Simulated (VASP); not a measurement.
```yaml
crystal:
  lattice:
    - [1.66858, -2.41796, 0.00000]
    - [1.66858, 2.41796, 0.00000]
    - [0.00000, 0.00000, 4.78811]
  atoms:
    - { symbol: Zr, position: [0.50000, 0.50000, 0.50000] }
    - { symbol: Nb, position: [0.00000, 0.00000, 0.00000] }
```

Computed with PBEsol GGA, VASP's PBE PAW potentials (set 64) (plane waves; VASP). Numerical set-up: 400 eV cut-off, 15×15×9 Γ-centred mesh, tetrahedra with Blöchl corrections, potentials Zr_sv Nb_sv.

### Question
Predict the energy per atom (σ→0), band gap (on the k-mesh) with the smallest direct gap where there is one.

### Answer

The band gap (on the k-mesh) comes out as none (metal, semimetal or under 0.01 eV) and the energy per atom (σ→0) is -9.902 eV/atom.

Only differences to runs with the same potentials and settings are physical.

The structure comes from a computed database's ZrNb entry (Cmmm); how it stands against other phases isn't given here. It was relaxed first, which changed the volume by -5 %. The electron count is odd and the run is not spin-polarised, which forces a metal.
